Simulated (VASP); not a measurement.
# CdCl (Fm-3m) in VASP: single point with PBE0

Aim: the single point of CdCl with PBE0.

Program: VASP 6.6.1. These are calculated values, not measurements. Logs are shortened: lines on timing, memory, paths and dates and some standing lists are left out, and cuts for length are marked.

## (1) Starting point

Symmetry: Fm-3m, No. 225, cubic system. The conventional cell has a = 5.933 Å, b = 5.933 Å, c = 5.933 Å, α = 90.00°, β = 90.00°, γ = 90.00°. Cl (site symmetry m-3m) has 6 Cd at 2.97 Å as nearest neighbours. Cd (site symmetry m-3m) is surrounded by 6 Cl at 2.97 Å.

The cell was built by a generator and needn't be a form met in nature.

## (2) Single point, PBE0

The input, POSCAR:

```
CdCl
1.0
    0.0000000000      2.9663840000      2.9663840000
    2.9663840000      0.0000000000      2.9663840000
    2.9663840000      2.9663840000      0.0000000000
Cl Cd
1 1
Direct
    0.5000000000      0.5000000000      0.5000000000
    0.0000000000      0.0000000000      0.0000000000
```

The input, INCAR.step1:

```
SYSTEM = CdCl
PREC = Accurate
ENCUT = 520
EDIFF = 1E-5
ISMEAR = -1
SIGMA = 0.1
LREAL = .False.
LASPH = .True.
NELM = 80
ALGO = Normal
ISIF = 2
LWAVE = .True.
GGA = PE
NBANDS = 16
```

The input, INCAR.step2:

```
SYSTEM = CdCl
PREC = Accurate
ENCUT = 520
EDIFF = 1E-7
ISMEAR = -1
SIGMA = 0.1
LREAL = .False.
LASPH = .True.
NELM = 80
ALGO = Normal
ISIF = 2
LWAVE = .False.
LCHARG = .True.
GGA = PE
LHFCALC = .True.
AEXX = 0.25
PRECFOCK = Normal
HFRCUT = -1
LELF = .True.
LVHAR = .True.
ISTART = 1
NBANDS = 16
```

The input, KPOINTS:

```
regular mesh
0
Gamma
  3 3 3
  0 0 0
```

Potentials or basis: VASP PAW PBE potentials, release 64 (Cl, Cd).

On the command line:

```console
cat potpaw_PBE.64/Cl/POTCAR potpaw_PBE.64/Cd/POTCAR > POTCAR
cp INCAR.step1 INCAR
mpirun -np 1 vasp_std > vasp.out
cp INCAR.step2 INCAR
mpirun -np 1 vasp_std > vasp.out
```

OUTCAR:

```text
SYSTEM = CdCl
   PREC = Accurate
   ENCUT = 520
   EDIFF = 1E-7
   ISMEAR = -1
   LREAL = .False.
   LASPH = .True.
   NELM = 80
   ISIF = 2
   GGA = PE
   LHFCALC = .True.
   AEXX = 0.25
   PRECFOCK = Normal
   ISTART = 1

 ion  position               nearest neighbor table
   1  0.500  0.500  0.500-   2 2.97   2 2.97   2 2.97   2 2.97   2 2.97   2 2.97
   2  0.000  0.000  0.000-   1 2.97   1 2.97   1 2.97   1 2.97   1 2.97   1 2.97

  LATTYP: Found a face centered cubic cell.
 ALAT       =     5.9327680000

  Lattice vectors:

 A1 = (   0.0000000000,   2.9663840000,   2.9663840000)
 A2 = (   2.9663840000,   0.0000000000,   2.9663840000)
 A3 = (   2.9663840000,   2.9663840000,   0.0000000000)

Analysis of symmetry for initial positions (statically):
=====================================================================
 Subroutine PRICEL returns:
 Original cell was already a primitive cell.

 Routine SETGRP: Setting up the symmetry group for a
 face centered cubic supercell.

 Subroutine GETGRP returns: Found 48 space group operations
 (whereof 48 operations were pure point group operations)
 out of a pool of 48 trial point group operations.

The static configuration has the point symmetry O_h .

Analysis of symmetry for dynamics (positions and initial velocities):
=====================================================================
 Subroutine PRICEL returns:
 Original cell was already a primitive cell.

 Routine SETGRP: Setting up the symmetry group for a
 face centered cubic supercell.

 Subroutine GETGRP returns: Found 48 space group operations
 (whereof 48 operations were pure point group operations)
 out of a pool of 48 trial point group operations.

The dynamic configuration has the point symmetry O_h .

 Subroutine INISYM returns: Found 48 space group operations
 (whereof 48 operations are pure point group operations),
 and found     1 'primitive' translations

----------------------------------------------------------------------------------------

                                     Primitive cell

  volume of cell :      52.2050

  direct lattice vectors                    reciprocal lattice vectors
     0.000000000  2.966384000  2.966384000    -0.168555386  0.168555386  0.168555386
     2.966384000  0.000000000  2.966384000     0.168555386 -0.168555386  0.168555386
     2.966384000  2.966384000  0.000000000     0.168555386  0.168555386 -0.168555386

  length of vectors
     4.195100484  4.195100484  4.195100484     0.291946492  0.291946492  0.291946492

  position of ions in fractional coordinates (direct lattice)
     0.500000000  0.500000000  0.500000000
     0.000000000  0.000000000  0.000000000

  ion indices of the primitive-cell ions
   primitive index   ion index
                 1           1
                 2           2

----------------------------------------------------------------------------------------

 KPOINTS: regular mesh

Automatic generation of k-mesh.
 Grid dimensions read from file:
 generate k-points for:    3    3    3

 Generating k-lattice:

  Cartesian coordinates                     Fractional coordinates (reciprocal lattice)
    -0.056185129  0.056185129  0.056185129     0.333333333  0.000000000  0.000000000
     0.056185129 -0.056185129  0.056185129     0.000000000  0.333333333  0.000000000
     0.056185129  0.056185129 -0.056185129     0.000000000  0.000000000  0.333333333

  Length of vectors
     0.097315497  0.097315497  0.097315497

  Shift w.r.t. Gamma in fractional coordinates (k-lattice)
     0.000000000  0.000000000  0.000000000

 Subroutine IBZKPT returns following result:
 ===========================================

 Found      4 irreducible k-points:

 Following reciprocal coordinates:
            Coordinates               Weight
  0.000000  0.000000  0.000000      1.000000
  0.333333  0.000000  0.000000      8.000000
  0.333333  0.333333  0.000000      6.000000
 -0.333333  0.333333  0.000000     12.000000
   k-points           NKPTS =      4   k-points in BZ     NKDIM =     27   number of bands    NBANDS=     16
   number of dos      NEDOS =    301   number of ions     NIONS =      2
   total plane-waves  NPLWV =  32768
   dimension x,y,z NGX =    32 NGY =   32 NGZ =   32
   dimension x,y,z NGXF=    64 NGYF=   64 NGZF=   64
   ions per type =               1   1
   NGX,Y,Z   is equivalent  to a cutoff of  12.68, 12.68, 12.68 a.u.
   NGXF,Y,Z  is equivalent  to a cutoff of  25.36, 25.36, 25.36 a.u.
 SYSTEM =  CdCl
   PREC   = accura    normal or accurate (medium, high low for compatibility)
   ISTART =      1    job   : 0-new  1-cont  2-samecut
   ICHARG =      0    charge: 1-file 2-atom 10-const
   ISPIN  =      1    spin polarized calculation?
   LNONCOLLINEAR =      F non collinear calculations
   LSORBIT =      F    spin-orbit coupling
   LASPH  =      T    aspherical Exc in radial PAW
   ENCUT  =  520.0 eV  38.22 Ry    6.18 a.u.   7.80  7.80  7.80*2*pi/ulx,y,z
   NELM   =     80;   NELMIN=  2; NELMDL=  0     # of ELM steps
   EDIFF  = 0.1E-06   stopping-criterion for ELM
   LREAL  =      F    real-space projection
   EDIFFG = 0.1E-05   stopping-criterion for IOM
   NSW    =      0    number of steps for IOM
   IBRION =     -1    ionic relax: 0-MD 1-quasi-New 2-CG
   NFREE  =      0    steps in history (QN), initial steepest desc. (CG)
   ISIF   =      2    stress and relaxation
   ISYM   =      3    0-nonsym 1-usesym 2-fastsym
   POTIM  = 0.5000    time-step for ionic-motion
   TEBEG  =    0.0;   TEEND  =   0.0 temperature during run
   PSTRESS=    0.0 pullay stress
   NELECT =      19.0000    total number of electrons
   NUPDOWN=      -1.0000    fix difference up-down
   EMIN   =  10.00;   EMAX   =-10.00  energy-range for DOS
   EFERMI =   0.00;   METHOD = LEGACY
   ISMEAR =    -1;   SIGMA  =   0.10  broadening in eV -4-tet -1-fermi 0-gaus
   EFERMI_NEDOS =   21; number of points for ismear=-14 and -15
   IALGO  =     38    algorithm
   IMIX   =      1    mixing-type and parameters
     AMIX     =   0.40;   BMIX     =  1.00
     AMIX_MAG =   1.60;   BMIX_MAG =  1.00
  volume/ion in A,a.u.               =      26.10       176.15
  Fermi-wavevector in a.u.,A,eV,Ry     =   1.168841  2.208789 18.588124  1.366189
  Thomas-Fermi vector in A             =   2.305322
   LORBIT       =      0    0 simple, 1 ext, 2 COOP (PROOUT), +10 PAW based schemes
   GGA     = PE    functional components
   LHFCALC =     T    Hartree Fock is set to
   PRECFOCK=normal    Normal, Fast or Accurate (Low or Medium for compatibility)
   ENCUT4O =  -1.0   cutoff for four orbital integrals eV
   NKREDX  =     1    reduce k-point grid by
   NKREDY  =     1    reduce k-point grid by
   NKREDZ  =     1    reduce k-point grid by
   AEXX    =    0.2500 exact exchange contribution
   HFSCREEN=    0.0000 screening length (either q_TF or 0.3 A-1)
   HFSCREENC=   0.0000 screening length for correlation (either q_TF or 0.3 A-1)
   ENCUTFOCK=  -1.0 apply spherical cutoff to Coloumb kernel
   IVDW    =     0    specifies the selected vdW correction
   LEPSILON=     F    determine dielectric tensor
   LRPA    =     F    only Hartree local field effects (RPA)
 non-spin polarized calculation
  energy-cutoff  :      520.00
  volume of cell :       52.21
 maximum number of plane-waves:      1420
  NGX = 24; NGY = 24; NGZ = 24

 number of electron      19.0000002 magnetization

 Free energy of the ion-electron system (eV)
  ---------------------------------------------------
  ext. energy  EPLUGINS =         0.00000000
  ---------------------------------------------------
  free energy    TOTEN  =        -4.48297974 eV

  energy without entropy =       -4.45389497  energy(sigma->0) =       -4.46843735

 E-fermi :   2.4831     XC(G=0):  -7.2438

 val. band max:        2.3369853269   @ k =   0.3333   0.0000   0.0000
 cond. band min:       3.2367116945   @ k =  -0.3333   0.3333   0.0000
 fundamental gap:      0.8997263676
 Fermi energy:         2.4831099812

 k-point     1 :       0.0000    0.0000    0.0000
  band No.  band energies     occupation
      1     -16.5552      2.00000
      2      -8.5133      2.00000
      3      -8.5133      2.00000
      4      -8.5104      2.00000
      5      -8.5104      2.00000
      6      -8.5104      2.00000
[... 8 lines left out ...]
     15      11.7032      0.00000
     16      11.7032      0.00000

 k-point     2 :       0.3333    0.0000    0.0000
  band No.  band energies     occupation
      1     -16.3221      2.00000
      2      -8.6511      2.00000
      3      -8.6511      2.00000
      4      -8.5562      2.00000
      5      -8.4328      2.00000
      6      -8.4328      2.00000
[... 8 lines left out ...]
     15      13.1067      0.00000
     16      13.1067      0.00000

 k-point     3 :       0.3333    0.3333    0.0000
  band No.  band energies     occupation
      1     -16.2966      2.00000
      2      -8.5546      2.00000
      3      -8.5220      2.00000
      4      -8.4737      2.00000
      5      -8.4142      2.00000
      6      -8.4142      2.00000
[... 8 lines left out ...]
     15      14.7546      0.00000
     16      16.2584      0.00000

 k-point     4 :      -0.3333    0.3333    0.0000
  band No.  band energies     occupation
      1     -16.2393      2.00000
      2      -8.6128      2.00000
      3      -8.5633      2.00000
      4      -8.4639      2.00000
      5      -8.4069      2.00000
      6      -8.4035      2.00000
[... 8 lines left out ...]
     15      13.7655      0.00000
     16      15.5911      0.00000

------------------------ aborting loop because EDIFF is reached ----------------------------------------

  FORCE on cell =-STRESS in cart. coord.  units (eV):
  Direction    XX          YY          ZZ          XY          YZ          ZX
  --------------------------------------------------------------------------------------
  -------------------------------------------------------------------------------------
  Total        0.1060796      0.1060796      0.1060796      0.0000000      0.0000000      0.0000000
  in kB        3.2555961      3.2555961      3.2555961      0.0000000      0.0000000      0.0000000
  external PRESSURE =       3.2555961 kB  Pullay stress =       0.0000000 kB

 VOLUME and BASIS-vectors are now :
 -----------------------------------------------------------------------------
  energy-cutoff  :      520.00
  volume of cell :       52.21
      direct lattice vectors                 reciprocal lattice vectors
     0.000000000  2.966384000  2.966384000    -0.168555386  0.168555386  0.168555386
     2.966384000  0.000000000  2.966384000     0.168555386 -0.168555386  0.168555386
     2.966384000  2.966384000  0.000000000     0.168555386  0.168555386 -0.168555386

 POSITION                                       TOTAL-FORCE (eV/Angst)
 -----------------------------------------------------------------------------------
      2.96638      2.96638      2.96638        -0.000000     -0.000000     -0.000000
      0.00000      0.00000      0.00000         0.000000      0.000000      0.000000
 -----------------------------------------------------------------------------------
    total drift:                               -0.000000     -0.000000     -0.000000

  FREE ENERGIE OF THE ION-ELECTRON SYSTEM (eV)
  ---------------------------------------------------
  free  energy   TOTEN  =        -4.4829797370 eV

  energy  without entropy=       -4.4538949700  energy(sigma->0) =       -4.46843735
```

Run time: 70 s. Hardware: 1 thread of Intel Xeon Platinum 8488C (Sapphire Rapids), shared host; peak memory 0.18 GiB.

Results:

```
Free energy            : -4.4830 eV
Pressure               : 0.3 GPa
Band gap on the k mesh : none (metal or under the smearing width)
```

Levels at points of the mesh, in eV from the Fermi level:
| k point | band 6 | band 7 | band 8 | band 9 | band 10 | band 11 | band 12 | band 13 | band 14 | band 15 |
| --- | --- | --- | --- | --- | --- | --- | --- | --- | --- | --- |
| (0.00, 0.00, 0.00) | -10.99 | -5.42 | -5.42 | -5.42 | -3.55 | 8.41 | 8.41 | 8.41 | 9.22 | 9.22 |

Caveat: the k mesh is coarse (spacing up to 0.61 Å⁻¹), so the values aren't converged, least of all with exact exchange; the PAW data sets were made with another functional, which shifts forces and pressure a little; an odd number of electrons without spin polarisation forces a metal; a magnetic or distorted state may lie lower.
